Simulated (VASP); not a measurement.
# Na2Pd (P-3m1) in VASP: a series of runs

The runs below take Na2Pd through relaxation of cell and atoms, single point, with PBE.

Everything below comes from runs of VASP 6.6.1. Logs are shortened: lines on timing, memory, paths and dates and some standing lists are left out, and cuts for length are marked.

### 1 Starting point

It takes space group P-3m1 (No. 164, trigonal). The conventional cell has a = 3.551 Å, b = 3.551 Å, c = 8.276 Å, α = 90.00°, β = 90.00°, γ = 120.00°. Na (site symmetry 3m) is surrounded by 3 Pd at 3.30 Å and 9 Na at 3.55 to 3.71 Å. Pd (site symmetry -3m) has 6 Na at 3.30 Å and 6 Pd at 3.55 Å as nearest neighbours.

The cell was built by a generator and needn't be a form met in nature.

### 2 Relaxation of cell and atoms, PBE

File INCAR:

```
SYSTEM = Na2Pd
  PREC = Accurate
  ENCUT = 600
  EDIFF = 1E-7
  ISMEAR = 0
  SIGMA = 0.1
  LREAL = .False.
  LASPH = .True.
  NELM = 100
  ALGO = Normal
  ISIF = 3
  LWAVE = .False.
  LCHARG = .False.
  GGA = PE
  IBRION = 2
  NSW = 90
  EDIFFG = -0.04
```

File KPOINTS:

```
regular mesh
0
Gamma
  6 6 2
  0 0 0
```

File POSCAR:

```
Na2Pd
1.0
    3.5510090900      0.0000000000      0.0000000000
   -1.7755045500      3.0752640800      0.0000000000
    0.0000000000      0.0000000000      8.2761065800
Na Pd
2 1
Direct
    0.3333333300      0.6666666700      0.8131192000
    0.6666666700      0.3333333300      0.1868808000
    0.0000000000      0.0000000000      0.5000000000
```

Potentials or basis: VASP PAW PBE potentials, release 64 (Na_pv, Pd).

Command:

```sh
> cat potpaw_PBE.64/Na_pv/POTCAR potpaw_PBE.64/Pd/POTCAR > POTCAR
> mpirun -np 1 vasp_std > vasp.out
```

OUTCAR:

```text
SYSTEM = Na2Pd
   PREC = Accurate
   ENCUT = 600
   EDIFF = 1E-7
   ISMEAR = 0
   LREAL = .False.
   LASPH = .True.
   NELM = 100
   ISIF = 3
   GGA = PE
   IBRION = 2
   NSW = 90
   EDIFFG = -0.04

 ion  position               nearest neighbor table
   1  0.333  0.667  0.813-
   2  0.667  0.333  0.187-
   3  0.000  0.000  0.500-

  LATTYP: Found a hexagonal cell.
 ALAT       =     3.5510090900
 C/A-ratio  =     2.3306351435

  Lattice vectors:

 A1 = (   3.5510090900,   0.0000000000,   0.0000000000)
 A2 = (  -1.7755045500,   3.0752640800,   0.0000000000)
 A3 = (   0.0000000000,   0.0000000000,   8.2761065800)

Analysis of symmetry for initial positions (statically):
=====================================================================
 Subroutine PRICEL returns:
 Original cell was already a primitive cell.

 Routine SETGRP: Setting up the symmetry group for a
 hexagonal supercell.

 Subroutine GETGRP returns: Found 12 space group operations
 (whereof 12 operations were pure point group operations)
 out of a pool of 24 trial point group operations.

The static configuration has the point symmetry D_3d.

Analysis of symmetry for dynamics (positions and initial velocities):
=====================================================================
 Subroutine PRICEL returns:
 Original cell was already a primitive cell.

 Routine SETGRP: Setting up the symmetry group for a
 hexagonal supercell.

 Subroutine GETGRP returns: Found 12 space group operations
 (whereof 12 operations were pure point group operations)
 out of a pool of 24 trial point group operations.

The dynamic configuration has the point symmetry D_3d.

 Subroutine INISYM returns: Found 12 space group operations
 (whereof 12 operations are pure point group operations),
 and found     1 'primitive' translations

----------------------------------------------------------------------------------------

                                     Primitive cell

  volume of cell :      90.3775

  direct lattice vectors                    reciprocal lattice vectors
     3.551009090  0.000000000  0.000000000     0.281610093  0.162587663  0.000000000
    -1.775504550  3.075264080  0.000000000     0.000000000  0.325175326  0.000000000
     0.000000000  0.000000000  8.276106580     0.000000000  0.000000000  0.120829763

  length of vectors
     3.551009090  3.551009092  8.276106580     0.325175326  0.325175326  0.120829763

  position of ions in fractional coordinates (direct lattice)
     0.333333330  0.666666670  0.813119200
     0.666666670  0.333333330  0.186880800
     0.000000000  0.000000000  0.500000000

  ion indices of the primitive-cell ions
   primitive index   ion index
                 1           1
                 2           2
                 3           3

----------------------------------------------------------------------------------------

 KPOINTS: regular mesh

Automatic generation of k-mesh.
 Grid dimensions read from file:
 generate k-points for:    6    6    2

 Generating k-lattice:

  Cartesian coordinates                     Fractional coordinates (reciprocal lattice)
     0.046935015  0.027097944  0.000000000     0.166666667 -0.000000000  0.000000000
     0.000000000  0.054195888  0.000000000     0.000000000  0.166666667  0.000000000
     0.000000000  0.000000000  0.060414882     0.000000000  0.000000000  0.500000000

  Length of vectors
     0.054195888  0.054195888  0.060414882

  Shift w.r.t. Gamma in fractional coordinates (k-lattice)
     0.000000000  0.000000000  0.000000000

 Subroutine IBZKPT returns following result:
 ===========================================

 Found     14 irreducible k-points:

 Following reciprocal coordinates:
            Coordinates               Weight
  0.000000  0.000000  0.000000      1.000000
  0.166667  0.000000  0.000000      6.000000
  0.333333  0.000000  0.000000      6.000000
  0.500000  0.000000  0.000000      3.000000
  0.166667  0.166667  0.000000      6.000000
  0.333333  0.166667  0.000000     12.000000
  0.333333  0.333333  0.000000      2.000000
  0.000000  0.000000  0.500000      1.000000
  0.166667  0.000000  0.500000      6.000000
  0.333333  0.000000  0.500000      6.000000
  0.500000  0.000000  0.500000      3.000000
  0.166667  0.166667  0.500000      6.000000
  0.333333  0.166667  0.500000     12.000000
  0.333333  0.333333  0.500000      2.000000
   k-points           NKPTS =     14   k-points in BZ     NKDIM =     14   number of bands    NBANDS=     16
   number of dos      NEDOS =    301   number of ions     NIONS =      3
   total plane-waves  NPLWV =  54880
   dimension x,y,z NGX =    28 NGY =   28 NGZ =   70
   dimension x,y,z NGXF=    56 NGYF=   56 NGZF=  140
   ions per type =               2   1
   NGX,Y,Z   is equivalent  to a cutoff of  13.11, 13.11, 14.06 a.u.
   NGXF,Y,Z  is equivalent  to a cutoff of  26.22, 26.22, 28.12 a.u.
 SYSTEM =  Na2Pd
   PREC   = accura    normal or accurate (medium, high low for compatibility)
   ISTART =      0    job   : 0-new  1-cont  2-samecut
   ICHARG =      2    charge: 1-file 2-atom 10-const
   ISPIN  =      1    spin polarized calculation?
   LNONCOLLINEAR =      F non collinear calculations
   LSORBIT =      F    spin-orbit coupling
   LASPH  =      T    aspherical Exc in radial PAW
   ENCUT  =  600.0 eV  44.10 Ry    6.64 a.u.   7.09  7.09 16.53*2*pi/ulx,y,z
   NELM   =    100;   NELMIN=  2; NELMDL= -5     # of ELM steps
   EDIFF  = 0.1E-06   stopping-criterion for ELM
   LREAL  =      F    real-space projection
   EDIFFG = -.4E-01   stopping-criterion for IOM
   NSW    =     90    number of steps for IOM
   IBRION =      2    ionic relax: 0-MD 1-quasi-New 2-CG
   NFREE  =      1    steps in history (QN), initial steepest desc. (CG)
   ISIF   =      3    stress and relaxation
   ISYM   =      2    0-nonsym 1-usesym 2-fastsym
   POTIM  = 0.5000    time-step for ionic-motion
   TEBEG  =    0.0;   TEEND  =   0.0 temperature during run
   PSTRESS=    0.0 pullay stress
   NELECT =      24.0000    total number of electrons
   NUPDOWN=      -1.0000    fix difference up-down
   EMIN   =  10.00;   EMAX   =-10.00  energy-range for DOS
   EFERMI =   0.00;   METHOD = LEGACY
   ISMEAR =     0;   SIGMA  =   0.10  broadening in eV -4-tet -1-fermi 0-gaus
   EFERMI_NEDOS =   21; number of points for ismear=-14 and -15
   IALGO  =     38    algorithm
   IMIX   =      4    mixing-type and parameters
     AMIX     =   0.40;   BMIX     =  1.00
     AMIX_MAG =   1.60;   BMIX_MAG =  1.00
  volume/ion in A,a.u.               =      30.13       203.30
  Fermi-wavevector in a.u.,A,eV,Ry     =   1.052265  1.988493 15.065211  1.107262
  Thomas-Fermi vector in A             =   2.187341
   LORBIT       =      0    0 simple, 1 ext, 2 COOP (PROOUT), +10 PAW based schemes
   GGA     = PE    functional components
   LHFCALC =     F    Hartree Fock is set to
   AEXX    =    0.0000 exact exchange contribution
   IVDW    =     0    specifies the selected vdW correction
   LEPSILON=     F    determine dielectric tensor
   LRPA    =     F    only Hartree local field effects (RPA)
 conjugate gradient relaxation of ions
 non-spin polarized calculation
 Gauss-broadening in eV      SIGMA  =   0.10
  energy-cutoff  :      600.00
  volume of cell :       90.38
 maximum number of plane-waves:      3069
   NGX = 15   NGY = 15   NGZ = 33

--------------------------------------- Ionic step        1  -------------------------------------------

 number of electron      24.0000005 magnetization

 Free energy of the ion-electron system (eV)
  ---------------------------------------------------
  ext. energy  EPLUGINS =         0.00000000
  ---------------------------------------------------
  free energy    TOTEN  =        -7.14697341 eV

  energy without entropy =       -7.14023692  energy(sigma->0) =       -7.14360516

------------------------ aborting loop because EDIFF is reached ----------------------------------------

  FORCE on cell =-STRESS in cart. coord.  units (eV):
  Direction    XX          YY          ZZ          XY          YZ          ZX
  --------------------------------------------------------------------------------------
  -------------------------------------------------------------------------------------
  Total       -2.5391498     -2.5391498     -2.3581173      0.0000000      0.0000000     -0.0000000
  in kB      -45.0130698    -45.0130698    -41.8037955      0.0000001      0.0000000     -0.0000000
  external PRESSURE =     -43.9433117 kB  Pullay stress =       0.0000000 kB
[... 92 lines left out ...]
  FREE ENERGIE OF THE ION-ELECTRON SYSTEM (eV)
  ---------------------------------------------------
  free  energy   TOTEN  =        -7.6970595911 eV

  energy  without entropy=       -7.6902433683  energy(sigma->0) =       -7.69365148

[... ionic steps 4 to 9 ...]

--------------------------------------- Ionic step       10  -------------------------------------------

 number of electron      23.9999998 magnetization

------------------------ aborting loop because EDIFF is reached ----------------------------------------

  FORCE on cell =-STRESS in cart. coord.  units (eV):
  Direction    XX          YY          ZZ          XY          YZ          ZX
  --------------------------------------------------------------------------------------
  -------------------------------------------------------------------------------------
  Total       -0.0592931     -0.0592931     -0.1414560      0.0000000      0.0000000     -0.0000000
  in kB       -1.4023257     -1.4023257     -3.3455399      0.0000000      0.0000000     -0.0000000
  external PRESSURE =      -2.0500637 kB  Pullay stress =       0.0000000 kB
[... 59 lines left out ...]
  energy  without entropy=       -7.7872887693  energy(sigma->0) =       -7.78881323

--------------------------------------- Ionic step       12  -------------------------------------------

 number of electron      24.0000003 magnetization

 Free energy of the ion-electron system (eV)
  ---------------------------------------------------
  ext. energy  EPLUGINS =         0.00000000
  ---------------------------------------------------
  free energy    TOTEN  =        -7.79034454 eV

  energy without entropy =       -7.78727322  energy(sigma->0) =       -7.78880888

 E-fermi :   2.7996     XC(G=0):  -8.6970

 val. band max:        2.5956440058   @ k =   0.5000   0.0000   0.5000
 cond. band min:       2.8672704023   @ k =   0.1667   0.1667   0.0000
 fundamental gap:      0.2716263964
 Fermi energy:         2.7995821835

 k-point     1 :       0.0000    0.0000    0.0000
  band No.  band energies     occupation
      1     -21.5499      2.00000
      2     -21.5306      2.00000
      3     -21.5247      2.00000
      4     -21.5247      2.00000
      5     -21.5238      2.00000
      6     -21.5238      2.00000
[... 8 lines left out ...]
     15       7.8469      0.00000
     16       9.4820      0.00000
[... 275 lines left out ...]
  FREE ENERGIE OF THE ION-ELECTRON SYSTEM (eV)
  ---------------------------------------------------
  free  energy   TOTEN  =        -7.7903445376 eV

  energy  without entropy=       -7.7872732174  energy(sigma->0) =       -7.78880888

 reached required accuracy - stopping structural energy minimisation
```

Wall time 2 min (1 thread of Intel Xeon 6975P-C (Granite Rapids), shared host); peak memory 0.24 GiB.

What came out:

```
Free energy                            : -7.7903 eV
Relaxed volume                         : 22.71 Å³/atom
Relaxed cell                           : a = 3.140 Å, b = 3.140 Å, c = 7.976 Å, α = 90.00°, β = 90.00°, γ = 120.00°
Space group after relaxing (to 0.05 Å) : P-3m1 (No. 164)
Energy gained by relaxing              : 214.5 meV/atom
Ionic steps                            : 12
Pressure after relaxing                : 0.0 GPa
Largest force after relaxing           : 0.030 eV/Å
Band gap on the k mesh                 : none (metal or under the smearing width)
```

Forces in eV/Å, atoms in the order of the input:
```
Na   0.000  0.000 -0.030
Na   0.000  0.000  0.030
Pd   0.000  0.000  0.000
```

Stress tensor (GPa, compression positive):
```
-0.21  0.00  0.00
 0.00 -0.21  0.00
 0.00  0.00  0.27
```

Step by step:
```csv
step,energy change (eV),largest force (eV/Å),pressure (GPa),volume (Å³)
1,0.0000,0.7000,-4.39,90.38
2,-0.3108,0.6297,-3.65,79.99
3,-0.5501,0.3674,-0.58,67.31
4,-0.5554,0.2437,0.99,64.08
5,-0.5574,0.2879,0.43,65.13
6,-0.5943,0.2331,0.55,64.88
7,-0.6229,0.1193,0.96,64.25
8,-0.6332,0.1454,0.04,66.42
9,-0.6341,0.1571,-0.33,67.38
10,-0.6408,0.0991,-0.21,67.74
11,-0.6434,0.0251,-0.06,68.14
12,-0.6434,0.0299,-0.05,68.12
```

Final structure:
```
CELL_PARAMETERS angstrom
3.14028 0.00000 0.00000
-1.57014 2.71956 0.00000
0.00000 0.00000 7.97620
ATOMIC_POSITIONS crystal
Na 0.33333 0.66667 0.78470
Na 0.66667 0.33333 0.21530
Pd 0.00000 0.00000 0.50000
```

Caveat: the k mesh is coarse (spacing up to 0.38 Å⁻¹), so the values aren't converged; the volume moved by over 15 % at a fixed basis, so the end points are rough.

### 3 Single point, PBE (cell and atoms relaxed tightly for response)

File INCAR:

```
SYSTEM = Na2Pd
  PREC = Accurate
  ENCUT = 520
  EDIFF = 1E-6
  ISMEAR = -1
  SIGMA = 0.15
  LREAL = .False.
  LASPH = .True.
  NELM = 100
  ALGO = Fast
  ISIF = 2
  LWAVE = .False.
  LCHARG = .False.
  GGA = PE
  NBANDS = 19
```

File KPOINTS:

```
regular mesh
0
Gamma
  18 18 6
  0 0 0
```

File POSCAR:

```
Na2Pd
1.0
    3.1346129039      0.0000000000      0.0000000000
   -1.5673064520      2.7146544058      0.0000000000
    0.0000000000      0.0000000000      7.9446960691
Na Pd
2 1
Direct
    0.3333333333      0.6666666667      0.7873943981
    0.6666666667      0.3333333333      0.2126056019
    0.0000000000      0.0000000000      0.5000000000
```

Potentials or basis: VASP PAW PBE potentials, release 64 (Na_pv, Pd).

Command:

```sh
> cat potpaw_PBE.64/Na_pv/POTCAR potpaw_PBE.64/Pd/POTCAR > POTCAR
> mpirun -np 1 vasp_std > vasp.out
```

Run time: 88 s. Hardware: 1 thread of Intel Xeon 6975P-C (Granite Rapids), shared host; peak memory 0.36 GiB.

Results (log left out):

```
Free energy            : -7.7547 eV
Pressure               : 0.0 GPa
Largest force          : 0.004 eV/Å
Band gap on the k mesh : none (metal or under the smearing width)
```

Forces in eV/Å, atoms in the order of the input:
```
Na   0.000  0.000  0.004
Na   0.000  0.000 -0.004
Pd   0.000  0.000  0.000
```

Levels at points of the mesh, in eV from the Fermi level:
```csv
k point,band 8,band 9,band 10,band 11,band 12,band 13,band 14,band 15,band 16,band 17
"(0.00, 0.00, 0.00)",-2.97,-1.73,-1.73,-1.48,-1.28,-1.05,-1.05,5.07,6.70,14.26
"(0.50, 0.00, 0.00)",-2.56,-1.78,-1.32,-0.32,0.96,1.86,2.95,3.27,3.99,5.34
"(0.00, 0.00, 0.50)",-3.18,-2.60,-1.73,-1.73,-1.05,-1.05,1.03,2.36,9.65,12.18
"(0.50, 0.00, 0.50)",-2.57,-1.75,-1.32,-0.32,1.17,1.67,2.36,2.98,5.36,6.57
```
